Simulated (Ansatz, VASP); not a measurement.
# La2O3: VASP beside Ansatz, part 3 of 3

Aim: how closely do two programs agree when they are given the same cell, functional and k mesh? The cell is taken from a series of runs on this material, whose earlier steps may have relaxed, scaled, displaced or heated it; both programs get it as it stands.

VASP 6.6.1 and Ansatz 0.2.0.

So far: The starting structure; VASP: zone-centre phonons, PBE.

## (3) Ansatz: zone-centre phonons, PBE

Level of this step: Ansatz beside VASP: Kohn-Sham DFT, plane waves, PBE (Ansatz).

Ansatz runs on its PAW soft_1 files.

The same cell, functional and mesh now go to Ansatz, which takes its cutoff from its data sets.

File input.yaml:

```yaml
crystal:
  lattice:
    - [3.9329850917, 0.0, 0.0]
    - [-1.9664925458, 3.4060650022, 0.0]
    - [0.0, 0.0, 6.1496712216]
  atoms:
    - { symbol: O, position: [0.6666666667, 0.3333333333, 0.3543222349] }
    - { symbol: O, position: [0.3333333333, 0.6666666667, 0.6456777651] }
    - { symbol: O, position: [0.0, 0.0, 0.0] }
    - { symbol: La, position: [0.6666666667, 0.3333333333, 0.7533460683] }
    - { symbol: La, position: [0.3333333333, 0.6666666667, 0.2466539317] }
kpoints:
  mp_grid: { grid: [9, 9, 4] }
hamiltonian:
  xc: pbe
  pseudopotentials: { kind: paw, azcp: { folder: soft_1 } }
scf:
  occupations: { method: fixed }
output:
  eigenvalues: true
phonons:
  method: dfpt
  dielectric: true
  rigid_motions: translations
```

The run is started by

```sh
$ ansatz run input.yaml --threads 4 --pin off --max-ram 16384MiB --backend cpu --events-out ev --progress --plain --runs-dir out
```

Numbers of over 12 decimals in the logs are rounded to 6 here.

Output:

```text
Engine: ansatz 0.2.0, x86_64-unknown-linux-gnu
Pseudopotentials: kind: paw
Pseudopotential: O, paw, valence charge 6, recommended cutoff 420 eV (normal), soft_1/O.paw.azcp
Pseudopotential: La, paw, valence charge 11, recommended cutoff 420 eV (normal), soft_1/La.paw.azcp
Functional definition: PBE
  parameter kappa = 0.804
  parameter beta = 0.066725
  exchange = pbe_x(kappa = kappa, mu = beta*pi^2/3)
  correlation = pbe_c(beta = beta)
Crystal: 5 atoms, lattice volume = 82.381 Å³
Basis set: ecut = 420 eV, 1641 PW (Γ), exchange–correlation on 54×54×90 points (8 copies of the dense FFT grid, shifted against one another)
Bands: 25, of which v1, the nominal top of the filled ones, is band 20 counted from 1 (19 counted from 0)
Symmetry: 12 space group operations
k-points: 95 of 324 (irreducible under 2 space group operations, time reversal used)
Non-local potential: O, projectors of the file, l = 0: 2, l = 1: 2, l = 2: 1
Non-local potential: La, projectors of the file, l = 0: 3, l = 1: 2, l = 2: 2, l = 3: 3
PAW form: soft (Blöchl's): semilocal exchange-correlation on the pseudo side does not see the compensation charge
PAW one-centre angular grid: O, 110 points (default); XC on 64 Gauss nodes
PAW one-centre angular grid: La, 590 points (default); XC on 64 Gauss nodes
Initial density: superposition of atomic densities (chi_scale 0.1, normalization cell, long waves kept (reshape's long-wave potential 0.03 eV rms))
Initial wavefunctions: pseudopotential atomic-orbital guess
Functional: x = pbe(κ = 0.804, μ = 0.219515), c = pbe(β = 0.066725)
SCF iter   1: F=—  HF=-14212.859229 eV  |F-HF|=—  |Δ(HF+E_count)|=         —  Δρ=6.14e-2  dr2=2.94e0  ethr=3.10e-3  ⟨swp⟩=4.1  Hψ=9694  notcnv=0  defer=137
preconditioner: auto → Resta (q_TF=auto, 2.419 Å⁻¹)  ε∞=5.5  [insulator: Δε(μ)=2.949 eV  Ē_g=11.631 eV  n_scr=22 (ndim 8)  ℏωp=24.5 eV  f_vac=0.000  ε∞_Penn≈5.5]
SCF iter   2: F=—  HF=-14212.547062 eV  |F-HF|=—  |Δ(HF+E_count)|=   3.12e-1  Δρ=3.06e-2  dr2=9.74e-1  ethr=3.10e-3  ⟨swp⟩=5.0  Hψ=6061  notcnv=0  defer=173
SCF iter   3: F=—  HF=-14212.469061 eV  |F-HF|=—  |Δ(HF+E_count)|=   7.80e-2  Δρ=1.62e-2  dr2=2.73e-1  ethr=2.44e-3  ⟨swp⟩=2.1  Hψ=3784  notcnv=0  defer=180
SCF iter   4: F=—  HF=-14212.486625 eV  |F-HF|=—  |Δ(HF+E_count)|=   1.76e-2  Δρ=6.05e-3  dr2=3.96e-2  ethr=6.82e-4  ⟨swp⟩=4.7  Hψ=5359  notcnv=0  defer=240
SCF iter   5: F=—  HF=-14212.492097 eV  |F-HF|=—  |Δ(HF+E_count)|=   5.47e-3  Δρ=3.56e-3  dr2=1.09e-2  ethr=9.89e-5  ⟨swp⟩=5.0  Hψ=4822  notcnv=0  defer=278
SCF iter   6: F=—  HF=-14212.492670 eV  |F-HF|=—  |Δ(HF+E_count)|=   5.73e-4  Δρ=9.96e-4  dr2=8.88e-4  ethr=2.73e-5  ⟨swp⟩=3.0  Hψ=3455  notcnv=0  defer=280
SCF iter   7: F=—  HF=-14212.494210 eV  |F-HF|=—  |Δ(HF+E_count)|=   1.54e-3  Δρ=2.12e-4  dr2=4.79e-5  ethr=2.22e-6  ⟨swp⟩=4.1  Hψ=4456  notcnv=0  defer=280
SCF iter   8: F=—  HF=-14212.494288 eV  |F-HF|=—  |Δ(HF+E_count)|=   7.83e-5  Δρ=5.68e-5  dr2=3.51e-6  ethr=1.20e-7  ⟨swp⟩=2.1  Hψ=4103  notcnv=0  defer=280
SCF iter   9: F=—  HF=-14212.494291 eV  |F-HF|=—  |Δ(HF+E_count)|=   2.64e-6  Δρ=1.72e-5  dr2=2.71e-7  ethr=8.77e-9  ⟨swp⟩=2.3  Hψ=4329  notcnv=0  defer=262
SCF iter  10: F=—  HF=-14212.494291 eV  |F-HF|=—  |Δ(HF+E_count)|=   7.95e-8  Δρ=2.86e-6  dr2=9.05e-9  ethr=6.76e-10  ⟨swp⟩=2.0  Hψ=3836  notcnv=0  defer=265
SCF iter  11: F=—  HF=-14212.494291 eV  |F-HF|=—  |Δ(HF+E_count)|=   7.40e-9  Δρ=7.31e-7  dr2=4.03e-10  ethr=2.26e-11  ⟨swp⟩=2.0  Hψ=4130  notcnv=0  defer=264
SCF iter  12: F=-14212.494291 eV  HF=-14212.494291 eV  |F-HF|=0.00e0  |Δ(HF+E_count)|=  4.80e-10  Δρ=1.97e-7  dr2=2.61e-11  ethr=1.00e-12  ⟨swp⟩=19.9  Hψ=19909  notcnv=0
SCF 1 converged in 12 iterations: F = -14212.494291 eV  dr2 = 2.61e-11
  greatest PAW one-centre occupation: 0.971 electrons in one spin orbital (limit 2), on the La atom at site 4 (counted from 0), in its partial waves of l = 0
NSCF: frozen V_eff on 4 k-points
DFPT response loops at Γ: preconditioner auto → Resta (q_TF=auto, 2.419 Å⁻¹)  ε∞=3.9 (no band partly filled); β = 1.00, the filter's whole step (`scf.mixing.beta` (0.50) is not read by the response loops at its default; to damp them type it under 1.00, their step now; it binds the ground state too); Broyden in place of MSR1
── the response to a field inside a basis, on 10×10×4 k-points: an SCF that follows is theirs, and a resumed run solves both again ──
Bands: 21, of which v1, the nominal top of the filled ones, is band 20 counted from 1 (19 counted from 0)
k-points: 110 of 400 (irreducible under 4 space group operations)
Initial density: handed on by an earlier stage of this run
Initial wavefunctions: pseudopotential atomic-orbital guess (no wavefunctions were taken with the density)
Eigensolver: Dense (110 Hₖ)
SCF iter   1: F=—  HF=-14212.483760 eV  |F-HF|=—  |Δ(HF+E_count)|=         —  Δρ=2.27e-4  dr2=9.06e-6  ethr=1.00e-1
preconditioner: auto → Resta (q_TF=auto, 2.419 Å⁻¹)  ε∞=5.3  [insulator: Δε(μ)=3.926 eV  Ē_g=11.887 eV  n_scr=22 (ndim 8)  ℏωp=24.5 eV  f_vac=0.022  ε∞_Penn≈5.3]
SCF iter   2: F=—  HF=-14212.483763 eV  |F-HF|=—  |Δ(HF+E_count)|=   2.57e-6  Δρ=9.48e-5  dr2=3.64e-6  ethr=2.26e-8
SCF iter   3: F=—  HF=-14212.483764 eV  |F-HF|=—  |Δ(HF+E_count)|=   8.09e-7  Δρ=5.23e-5  dr2=4.72e-7  ethr=9.11e-9
SCF iter   4: F=-14212.483764 eV  HF=-14212.483764 eV  |F-HF|=1.53e-8  |Δ(HF+E_count)|=   3.23e-7  Δρ=6.50e-6  dr2=3.05e-8  ethr=1.18e-9
SCF 1 converged in 4 iterations: F = -14212.483764 eV  dr2 = 3.05e-8
DFPT response loops at Γ: mixed as the last ones told, above
SCF converged after 12 iterations
Free energy (F): -14212.494291 eV
Harris-Foulkes:  -14212.494291 eV  (|F-HF|=0.00e0)
Internal energy: -14212.494291 eV  (E = F + TS)
E sigma→0 (E₀):  -14212.494291 eV
Fermi energy:    9.526553 eV
--- Per-component energies (eV) ---
  E_band       = -13.102495
  E_kinetic    = 880.925540
  E_local      = -1503.097073  (includes V_loc(G=0)·N_el)
  E_nonlocal   = 331.288112
  E_hartree    = 561.144371
  E_xc         = -504.233273
  E_vxc        = -568.832467  (∫ρ·V_xc dr)
  E_paw        = -11321.058582  (= ΣΔE_a)
  E_vpaw       = -275.677435  (= ΣTr[D̂ρ^β])
  E_aug_tail   = 0.002264  (compensation charges beyond the density's cutoff)
  E_ewald      = -2657.465651
  E_smearing   = -0.000000  (= −TS)
  E_closure    = 0.000000  (closes the sum)
  Σ components = -14212.494291   (vs F -14212.494291, Δ=0.00e0)
--- Band table (eV; the first three rows and the last of 95) ---
  k-point 0: bands = [... 16 lower, 7.8980, 9.1724, 9.1724, 9.4324, 13.8027, 14.1246, 14.1246, 14.6439, ... 1 higher]
  k-point 1: bands = [... 16 lower, 8.2540, 9.1402, 9.2147, 9.2147, 13.9399, 14.1798, 14.1798, 14.6306, ... 1 higher]
  k-point 2: bands = [... 16 lower, 8.5496, 8.7658, 9.2629, 9.2629, 14.1671, 14.2296, 14.2296, 14.4167, ... 1 higher]
  k-point 94: bands = [... 16 lower, 8.8108, 8.8823, 9.2700, 9.5214, 14.0303, 14.1634, 14.2727, 14.6547, ... 1 higher]
--- Phonons (Γ-DFPT): 6 representative perturbations + reference, on 95 of 324 k-points (Σ response iterations 23) ---
  k mesh reduced under 2 symmetry operations, with k and −k counted as one. Each operation leaves every solved perturbation unchanged. A smaller set is not considered because the run solves the response to a homogeneous field
  ASR residual: 1.987e-4 → 0.000e0 eV/Å²; symmetrization residual: 3.063e-6 eV/Å²
  ASR residual per site (eV/Å²): 1.10e-4 1.10e-4 1.99e-4 2.71e-5 2.71e-5
  Γ frequencies (cm⁻¹): 0.00 0.00 0.00 99.18 99.18 173.24 173.24 179.88 183.98 349.14 349.14 383.62 383.86 383.86 429.78
  ε∞ (high-frequency dielectric tensor):
        4.820540    -0.000000     0.000000
       -0.000000     4.820540     0.000000
        0.000000     0.000000     4.705788
  ε⁰ (static dielectric tensor: ions relaxed, cell fixed):
       28.782712    -0.000000     0.000000
       -0.000000    28.782712     0.000000
        0.000000     0.000000    29.545163
  ε⁰ − ε∞ (ionic part):
       23.962172    -0.000000     0.000000
       -0.000000    23.962172     0.000000
        0.000000     0.000000    24.839376
  softest optical mode at Γ: 99.18 cm⁻¹; the repairs (sum rule, projections) moved no ω² at Γ by more than (2.04 cm⁻¹)²
  Born effective charges Z* (e; rows j = field, columns β = displacement):
    site 0:
        -2.86842    0.00000    0.00000
         0.00000   -2.86842   -0.00000
         0.00000   -0.00000   -2.52952
    site 1:
        -2.86842    0.00000    0.00000
         0.00000   -2.86842   -0.00000
         0.00000   -0.00000   -2.52952
    site 2:
        -2.70444    0.00000   -0.00000
         0.00000   -2.70444   -0.00000
         0.00000   -0.00000   -2.59137
    site 3:
         4.22064   -0.00000   -0.00000
        -0.00000    4.22064    0.00000
        -0.00000    0.00000    3.82520
    site 4:
         4.22064   -0.00000   -0.00000
        -0.00000    4.22064    0.00000
        -0.00000    0.00000    3.82520
  Z* charge neutrality: 1.680e-3 e pre-enforcement
  solved inside a basis spanned on kpoints, on 10×10×4 k-points, its susceptibility summed on 12×12×6: ε∞ is read to err by 1.3e-2, Z* by 1.4e-2 e (field_mesh: kpoints solves on kpoints); Z* is corrected for what the basis lacks
  optical modes at Γ without the LO–TO term, one row a degenerate level:
      ω (cm⁻¹)  modes    IR ((D/Å)²/amu)
[...]
optical modes at Γ + LO–TO along q̂ = [1.0000, 0.0000, 0.0000]:
      ω (cm⁻¹)  modes    IR ((D/Å)²/amu)
[...]
optical modes at Γ + LO–TO along q̂ = [0.0000, 1.0000, 0.0000]:
      ω (cm⁻¹)  modes    IR ((D/Å)²/amu)
[...]
optical modes at Γ + LO–TO along q̂ = [0.0000, 0.0000, 1.0000]:
      ω (cm⁻¹)  modes    IR ((D/Å)²/amu)
         99.18      2             0.0000
        173.24      2            47.4421
        183.98      1             0.0000
        349.14      2            32.9451
        383.62      1             0.0000
        383.86      2             0.0000
        390.43      1             7.5150
        496.17      1            25.4823
```

In the SCF lines HF is the Harris–Foulkes energy and dr2 the Hartree energy of the density residual, in eV; the loop may stop once dr2 is under the threshold and the program's other checks hold. Hψ counts applications of the Hamiltonian.

## (4) Differences

Known differences besides the potentials themselves: fixed occupations in Ansatz, narrow Gaussian smearing in VASP; VASP's response is taken on the typed mesh, Ansatz refines its own for the field response alone; the cutoff is 420 eV in Ansatz and 600 eV in VASP; VASP's log repeats an internal error in its field response. Total energies have different zeros and are not compared.

The two programs side by side:

```
                                     quantity  Ansatz   VASP  difference
                                        ε∞ xx    4.82   4.81     +0.31 %
                                        ε∞ yy    4.82   4.81     +0.31 %
                                        ε∞ zz    4.71   4.69     +0.38 %
 Born charge of O1 (mean of the diagonal) (e)   -2.76  -2.75       -0.01
Born charge of La4 (mean of the diagonal) (e)    4.09   4.08       +0.01
```

Zone-centre modes by rising frequency (cm⁻¹; imaginary ones negative):

```
program                                                                                               modes
 Ansatz     0.0, 0.0, 0.0, 99.2, 99.2, 173.2, 173.2, 179.9, 184.0, 349.1, 349.1, 383.6, 383.9, 383.9, 429.8
   VASP  -1.4, -1.4, -0.2, 99.3, 99.3, 172.4, 172.4, 179.4, 183.8, 348.1, 348.1, 382.9, 382.9, 383.8, 429.7
```

The two lists differ in the order or number of single and degenerate modes, so they aren't paired one by one; the r.m.s. figure in the results sets the two lists side by side in order.

## (5) Summary of results

| Item | Value |
| --- | --- |
| r.m.s. difference of the optical zone-centre modes, each program's sorted by frequency (zone-centre phonons, PBE) | 0.68 cm⁻¹ |

What this shows: The r.m.s. difference of the optical zone-centre modes, each program's sorted by frequency is 0.68 cm⁻¹ (zone-centre phonons, PBE). Such differences can come from data sets, numerical settings and the points named under the comparisons, not from the functional's error against experiment.

[Lines on the potential files, build, host, timing and source positions are cut from VASP's logs without a mark.]

[Logs are printed without paths, hosts, clocks, repeated set-up lines and the standing remarks that a program may print on its own settings, such as how far it seeks lower states.]

[Hosts, paths, dates, database ids (printed as entryN), source tags and the programs' standing remarks are cut or masked in the printed files.]
